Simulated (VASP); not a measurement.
A cell of CoSi$_{2}$ (fluorite) near equilibrium:

```
CoSi2
1.0
    0.00000     2.65582     2.65582
    2.65582     0.00000     2.65582
    2.65582     2.65582     0.00000
Co Si
1 2
Direct
  0.00000   0.00000   0.00000
  0.25000   0.25000   0.25000
  0.75000   0.75000   0.75000
```

Method: PBEsol GGA, VASP's PBE PAW potentials (set 64) (plane waves; VASP).

```csv
run,ΔE (meV/atom),σxx,σyy,σzz,"largest shear component, with its sign (GPa)",largest force (eV/Å)
as it is,0.0,0.10,0.10,0.10,0.00,0.000
after one change,63.2,2.23,3.91,2.23,-8.15,1.912
```
Stress is in GPa, positive when the cell is compressed.

Question: Name the change that produced these shifts.
A. atom 3 (Si) moved by -0.200 Å along y
B. atom 1 (Co) moved by 0.100 Å along z
C. atom 1 (Co) moved by 0.100 Å along y
D. isotropic strain of +1.0 %

Answer: A, atom 3 (Si) moved by -0.200 Å along y

The compound is CoSi2 in the fluorite structure. The run is not spin-polarised, so no magnetic state was tried. The electron count is odd and the run is not spin-polarised, which forces a metal.
